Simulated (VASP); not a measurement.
# SnO2 (Cassiterite): time-dependent DFT spectra, part 3 of 4

Which functionals bind an exciton in SnO2 (Cassiterite)? The cell is of the rutile type, one of the forms listed for this formula. The start is a cell from a database of measured crystal structures.

VASP 6.6.1, plane waves and PAW; the level of theory is named at each step.

So far, lowest excitation (eV): step 4 (casida equation on LDA, time-dependent LDA, Casida form) 1.18; step 5 (random-phase approximation on LDA, RPA spectrum on LDA) 1.18.

## Step 7: Ground state at HSE06

This step: HSE06; plane waves and PAW (Sn_d, O) (VASP 6.6.1).

The orbitals come from a self-consistent HSE06 run. EDIFF is tight for accurate orbitals, and a narrow smearing avoids fractional occupations.

INCAR

```
SYSTEM = SnO2
PREC = Accurate
ENCUT = 420
EDIFF = 1E-08
NELM = 100
ISMEAR = 0
SIGMA = 0.01
LREAL = .FALSE.
ALGO = Normal
LHFCALC = .TRUE.
AEXX = 0.25
GGA = PE
HFSCREEN = 0.2
LASPH = .TRUE.
NBANDS = 32
PRECFOCK = Fast
LORBIT = 11
LWAVE = .TRUE.
LCHARG = .FALSE.
KPAR = 8
```

POSCAR

```
SnO2
1.0
    4.7380000000      0.0000000000      0.0000000000
    0.0000000000      4.7380000000      0.0000000000
    0.0000000000      0.0000000000      3.1865000000
Sn O
2 4
Direct
    0.5000000000      0.5000000000      0.5000000000
    0.0000000000      0.0000000000      0.0000000000
    0.8071000000      0.1929000000      0.5000000000
    0.6929000000      0.6929000000      0.0000000000
    0.1929000000      0.8071000000      0.5000000000
    0.3071000000      0.3071000000      0.0000000000
```

KPOINTS

```
Automatic mesh
0
Gamma
4 4 6
0 0 0
```

The projector-augmented-wave data sets are Sn_d and O (PBE family, release 64).

The WAVECAR or CHGCAR of an earlier step is read.

Launch:

```console
$ mpirun -np 8 vasp_std
```

What it wrote:

```text
[banner, memory and clock lines left out]
running    8 mpi-ranks, on    1 nodes
 distrk:  each k-point on    1 cores,    8 groups
 distr:  one band on    1 cores,    1 groups

 POSCAR found type information on POSCAR SnO
 POSCAR found :  2 types and       6 ions
 [... a notice as in an earlier step ...]

 LDA part: xc-table for (Slater+PW92), standard interpolation
 found WAVECAR, reading the header
 POSCAR, INCAR and KPOINTS ok, starting setup
 FFT: planning ... GRIDC
 FFT: planning ... GRID_SOFT
 FFT: planning ... GRID
 reading WAVECAR
 the WAVECAR file was read successfully
 initial charge from wavefunction
 entering main loop
       N       E                     dE             d eps       ncg     rms          rms(c)
DAV:   1    -0.475697642214E+02   -0.47570E+02   -0.29383E+00  2008   0.189E+01    0.211E+00
DAV:   2    -0.475609476812E+02    0.88165E-02   -0.23372E-01  1864   0.387E+00    0.161E+00
DAV:   3    -0.475418767870E+02    0.19071E-01   -0.71795E-02  2168   0.210E+00    0.111E+00
DAV:   4    -0.475423591092E+02   -0.48232E-03   -0.10730E-02  2024   0.986E-01    0.648E-01
DAV:   5    -0.475414538923E+02    0.90522E-03   -0.10064E-03  2200   0.593E-01    0.369E-01
DAV:   6    -0.475412706005E+02    0.18329E-03   -0.49524E-04  2408   0.236E-01    0.216E-01
DAV:   7    -0.475412169009E+02    0.53700E-04   -0.36249E-05  2144   0.665E-02    0.132E-01
DAV:   8    -0.475411994705E+02    0.17430E-04   -0.14250E-05  2080   0.409E-02    0.809E-02
DAV:   9    -0.475411966830E+02    0.27875E-05   -0.61468E-06  2048   0.225E-02    0.489E-02
DAV:  10    -0.475411966406E+02    0.42363E-07   -0.12702E-06  1880   0.113E-02    0.292E-02
DAV:  11    -0.475411970990E+02   -0.45844E-06   -0.46591E-07  1872   0.647E-03    0.176E-02
DAV:  12    -0.475411974964E+02   -0.39735E-06   -0.16404E-07  2008   0.389E-03    0.106E-02
DAV:  13    -0.475411977658E+02   -0.26943E-06   -0.66724E-08  1976   0.246E-03    0.642E-03
DAV:  14    -0.475411979504E+02   -0.18464E-06   -0.23461E-08  1520   0.145E-03    0.389E-03
DAV:  15    -0.475411980642E+02   -0.11373E-06   -0.13638E-08  1296   0.107E-03    0.235E-03
DAV:  16    -0.475411981269E+02   -0.62711E-07   -0.55351E-09  1184   0.713E-04    0.141E-03
DAV:  17    -0.475411981639E+02   -0.37026E-07   -0.29091E-09  1096   0.516E-04    0.854E-04
DAV:  18    -0.475411981852E+02   -0.21284E-07   -0.12979E-09  1024   0.354E-04    0.519E-04
DAV:  19    -0.475411981989E+02   -0.13702E-07   -0.71383E-10  1008   0.248E-04    0.318E-04
DAV:  20    -0.475411982067E+02   -0.78007E-08   -0.30293E-10  1008   0.165E-04
   1 F= -.47541198E+02 E0= -.47541198E+02  d E =-.680321E-20
 writing wavefunctions
```

Run time: 10 min. Hardware: 8 MPI ranks of Intel Xeon 6975P-C (Granite Rapids), shared host; peak memory 2.2 GiB; 84 min of CPU time.

Parts of OUTCAR (step 7):

```text
   k-points           NKPTS =     24   k-points in BZ     NKDIM =     96   number of bands    NBANDS=     32

   NELECT =      52.0000    total number of electrons

  exchange ACFDT corr.  =         0.00000000  see jH, gK, PRB 81, 115126

 E-fermi :   4.8384

 k-point     1 :       0.0000    0.0000    0.0000
  band No.  band energies     occupation
    ...
     22       3.7473      2.00000
     23       3.7473      2.00000
     24       4.0608      2.00000
     25       4.0608      2.00000
     26       4.7778      2.00000
     27       7.8327      0.00000
     28      12.9888      0.00000
     29      13.0405      0.00000
     30      13.0405      0.00000
     31      17.1984      0.00000
    ...

 POSITION                                       TOTAL-FORCE (eV/Angst)
 -----------------------------------------------------------------------------------
      2.36900      2.36900      1.59325        -0.000000      0.000000      0.000000
      0.00000      0.00000      0.00000        -0.000000      0.000000      0.000000
      3.82404      0.91396      1.59325        -0.141034      0.141034      0.000000
      3.28296      3.28296      0.00000         0.141034      0.141034      0.000000
      0.91396      3.82404      1.59325         0.141034     -0.141034     -0.000000
      1.45504      1.45504      0.00000        -0.141034     -0.141034      0.000000
 -----------------------------------------------------------------------------------
    total drift:                               -0.000000     -0.000000      0.000000

  FREE ENERGIE OF THE ION-ELECTRON SYSTEM (eV)
  ---------------------------------------------------
  free  energy   TOTEN  =       -47.5411982067 eV

  energy  without entropy=      -47.5411982067  energy(sigma->0) =      -47.54119821

[... 8 parts as in an earlier step ...]

[... 8 further parts left out ...]
```

The PAW data sets were made with PBE, which is usual practice but a small mismatch for other functionals.

Numbers from this step:

```yaml
free_energy_toten: -47.54 eV
fermi_energy: 4.838 eV
gap_on_the_k_mesh: 3.055 eV
least_direct_gap_on_the_k_mesh: 3.055 eV
```

## Step 8: Empty bands, functional HSE06

ALGO = Exact diagonalises the converged Hamiltonian in one step, and LOPTICS writes the k-derivatives of the orbitals (WAVEDER), which give the transition dipoles.

INCAR

```
SYSTEM = SnO2
PREC = Accurate
ENCUT = 420
ISMEAR = 0
SIGMA = 0.01
LREAL = .FALSE.
LHFCALC = .TRUE.
AEXX = 0.25
GGA = PE
HFSCREEN = 0.2
LASPH = .TRUE.
NBANDS = 48
PRECFOCK = Fast
ALGO = Exact
NELM = 1
LWAVE = .TRUE.
LCHARG = .FALSE.
LOPTICS = .TRUE.
NEDOS = 1000
CSHIFT = 0.1
```

POSCAR is that of step 7.

KPOINTS is that of step 7.

The WAVECAR or CHGCAR of an earlier step is read.

Launch:

```console
$ mpirun -np 8 vasp_std
```

What it wrote:

```text
[banner, memory and clock lines left out]
running    8 mpi-ranks, on    1 nodes
[...]
[... a notice as in an earlier step ...]

 LDA part: xc-table for (Slater+PW92), standard interpolation
 found WAVECAR, reading the header
  number of bands has changed, file:    32 present:    48
  trying to continue reading WAVECAR, but it might fail
 POSCAR, INCAR and KPOINTS ok, starting setup
[...]
reading WAVECAR
 random initialization beyond band           32
 the WAVECAR file was read successfully
 initial charge from wavefunction
 entering main loop
       N       E                     dE             d eps       ncg     rms          rms(c)
DIA:   1    -0.475411982188E+02   -0.47541E+02    0.00000E+00     0   0.000E+00
   1 F= -.47541198E+02 E0= -.47541198E+02  d E =-.353652E-16
 writing wavefunctions
 optical routines
 imaginary and real dielectric function
 recalculating local potential from charge density
 direction            1
 direction            2
 direction            3
```

Elapsed: 33 min, on 8 MPI ranks; peak memory 3.6 GiB.

From OUTCAR (step 8):

```text
 POSITION                                       TOTAL-FORCE (eV/Angst)
 -----------------------------------------------------------------------------------
      2.36900      2.36900      1.59325         0.000000      0.000000      0.000000
      0.00000      0.00000      0.00000         0.000000      0.000000      0.000000
      3.82404      0.91396      1.59325        -0.141037      0.141037     -0.000000
      3.28296      3.28296      0.00000         0.141037      0.141037      0.000000
      0.91396      3.82404      1.59325         0.141037     -0.141037      0.000000
      1.45504      1.45504      0.00000        -0.141037     -0.141037     -0.000000
 -----------------------------------------------------------------------------------
    total drift:                                0.000178      0.000163     -0.000009

  FREE ENERGIE OF THE ION-ELECTRON SYSTEM (eV)
  ---------------------------------------------------
  free  energy   TOTEN  =       -47.5411982188 eV

  energy  without entropy=      -47.5411982188  energy(sigma->0) =      -47.54119822

[... 2 parts as in an earlier step ...]

[... 1 further part left out ...]
[key lines of the parts left out:]
E-fermi :   4.8309
```

## Step 9: Casida equation on HSE06

This step: time-dependent HSE06, Casida form; plane waves and PAW (Sn_d, O) (VASP 6.6.1).

The Casida equation, in the Tamm-Dancoff approximation (ANTIRES = 0), couples the pairs by a local exchange-correlation kernel and by exact exchange, which attracts electron and hole.

INCAR

```
SYSTEM = SnO2
PREC = Accurate
ENCUT = 420
ISMEAR = 0
SIGMA = 0.01
LREAL = .FALSE.
LHFCALC = .TRUE.
AEXX = 0.25
GGA = PE
HFSCREEN = 0.2
LASPH = .TRUE.
NBANDS = 48
PRECFOCK = Fast
ALGO = TDHF
NBANDSO = 5
NBANDSV = 4
OMEGAMAX = 25
NEDOS = 1000
CSHIFT = 0.1
LWAVE = .FALSE.
LCHARG = .FALSE.
ANTIRES = 0
LFXC = .TRUE.
LADDER = .TRUE.
```

POSCAR is that of step 8.

KPOINTS is that of step 8.

The run starts from files that an earlier step left in the folder.

Launch:

```console
$ mpirun -np 8 vasp_std
```

What it wrote:

```text
[banner, memory and clock lines left out]
 LDA part: xc-table for (Slater+PW92), standard interpolation
 found WAVECAR, reading the header
 POSCAR, INCAR and KPOINTS ok, starting setup
 FFT: planning ... GRIDC
 FFT: planning ... GRID_SOFT
 FFT: planning ... GRID
 reading WAVECAR
 the WAVECAR file was read successfully
 initial charge from wavefunction
 available memory per node:    123.15 GB, setting MAXMEM to    126110

 The Fermi energy was updated, please check that it is located mid-gap
 values below the HOMO (VB) or above the LUMO (CB) will cause erroneous energies
 E-fermi :   6.3053

 the WAVEDER file was read successfully
 responsefunction array rank=     784
 LDA part: xc-table for (Slater+PW92), standard interpolation

 Doing            0  frequencies on each core in blocks of            0
 parallelization over k-points
 Using distributed matrix
 Using distributed eigensolver
 allocating two-electron 4 orbital integral table    5    4    5    4
 BSE setting up matrix
 available memory per node:    123.56 GB, setting MAXMEM to    126522
 Calculate matrix elements of the BSE Hamiltonian:
 Workload is divided into blocks of two-electron 4 orbital integrals computed in
  parallel.
 Each block/integral has dimensions  of (   5,   4,   5,   4) orbitals
 Total number of blocks/integrals:                 4656
 Number of spins:                                     1
 Number of kpoints:                                  96
 Spin channel:                                        1
  Number of blocks of unoccupied bands:               1
  Number of blocks of occupied bands:                 1
 Number of rows/columns of blocks:                   96

                                                        Time (sec)
               Integrals                 Ranks       Real         CPU
  [         1 -        768/      4656]     8         0.77        0.00
  [       769 -       1536/      4656]     8         1.61        0.00
  [      1537 -       2304/      4656]     8         2.46        0.00
  [      2305 -       3072/      4656]     8         3.27        0.00
  [      3073 -       3840/      4656]     8         4.15        0.00
  [      3841 -       4608/      4656]     8         5.03        0.00
  [      4609 -       4656/      4656]     8         5.13        0.00

[... 5 parts as in an earlier step ...]
```

Elapsed: 9 s, on 8 MPI ranks; peak memory 2.2 GiB; 66 s of CPU time.

From OUTCAR (step 9):

```text
   NELECT =      52.0000    total number of electrons

 E-fermi :   6.3053

[... 9 parts as in an earlier step ...]

[... 1 further part left out ...]
```

Numbers from this step:

| Item | Value |
| --- | --- |
| lowest excitation | 3.013 eV |
| direct gap less the lowest excitation | 0.04180 eV |

The imaginary dielectric function has structure finer than the step of the table below, so its rows give means over 1 eV, whole bins alone (the curve runs from 0 to 25 eV). Peaks (eV: height): xx 4.9: 2.48, 5.9: 2.80, 7.7: 3.52, 8.3: 2.34, 9.0: 2.51, 10.6: 2.05, 11.2: 2.65; zz 6.2: 2.10, 7.1: 2.31, 8.6: 3.44, 9.2: 5.03, 9.5: 5.17, 9.7: 5.42, 11.3: 3.29.

From 5 filled and 4 empty bands alone, without any pair above OMEGAMAX = 25 eV, so strength is missing wherever others contribute; lines are broadened by CSHIFT, which also makes the tail under the first line. The imaginary dielectric function by photon energy; means over each step:

| photon energy (eV) | xx | zz |
| --- | --- | --- |
| 1 | 0.00570 | 0.00322 |
| 2 | 0.0158 | 0.00728 |
| 3 | 0.0860 | 0.0140 |
| 4 | 0.583 | 0.0316 |
| 5 | 1.03 | 0.436 |
| 6 | 1.35 | 0.815 |
| 7 | 1.06 | 1.40 |
| 8 | 2.26 | 1.41 |
| 9 | 1.79 | 3.60 |
| 10 | 1.10 | 3.46 |
| 11 | 1.79 | 2.02 |
| 12 | 0.918 | 0.772 |
| 13 | 0.246 | 0.191 |
| 14 | 0.0523 | 0.0774 |
| 15 | 0.0167 | 0.0184 |
| 16 | 0.00919 | 0.0115 |
| 17 | 0.00633 | 0.00809 |
| 18 | 0.00467 | 0.00601 |
| 19 | 0.00359 | 0.00465 |
| 20 | 0.00285 | 0.00368 |
| 21 | 0.00231 | 0.00299 |
| 22 | 0.00192 | 0.00247 |
| 23 | 0.00160 | 0.00206 |
| 24 | 0.00136 | 0.00175 |

Some of the lowest 40 states alone, with states under 2.5 meV apart joined, scaled to the strongest line shown. Exciton lines, with heights relative to the strongest:

```
position (eV)  lines merged  oscillator strength
        3.013             1                  0.0
        3.730             2                   84
        4.042             2                  0.0
        4.516             1                  0.0
        4.576             2                  0.2
        4.594             1                  0.0
        4.765             2                  0.0
        4.948             2                  100
        4.965             1                  0.0
        4.970             1                  0.0
        5.205             4                   45
        5.237             2                  0.0
        5.251             1                   31
        5.275             1                  0.0
        5.296             1                  0.0
        5.299             1                  0.0
        5.302             2                  0.0
        5.561             1                  0.0
        5.615             2                  6.7
        5.633             1                  0.0
        5.653             1                  0.0
        5.676             1                  0.0
        5.697             4                  0.6
        5.711             1                  0.0
        5.714             1                  2.2
```

The lowest excitation lies at 3.013 eV, -42 meV against the direct gap of these orbitals. It is dark; the first state with over 2 % of the strongest strength among the lowest 40 lies at 3.730 eV. No second mesh in this session tests these energies, peaks and heights, and most of the distance from the gap can be the mesh's own exchange term.

(Part 3 of 4 ends here.)

[Lines on the potential files, build, host, timing and source positions are cut from VASP's logs without a mark.]

[Logs are printed without paths, hosts, clocks, repeated set-up lines and the standing remarks that a program may print on its own settings, such as how far it seeks lower states.]

[Hosts, paths, dates, database ids (printed as entryN), source tags and the programs' standing remarks are cut or masked in the printed files.]

[Pressures printed for these runs are not shown converged in the cutoff: they can be off by several GPa and have the wrong sign.]
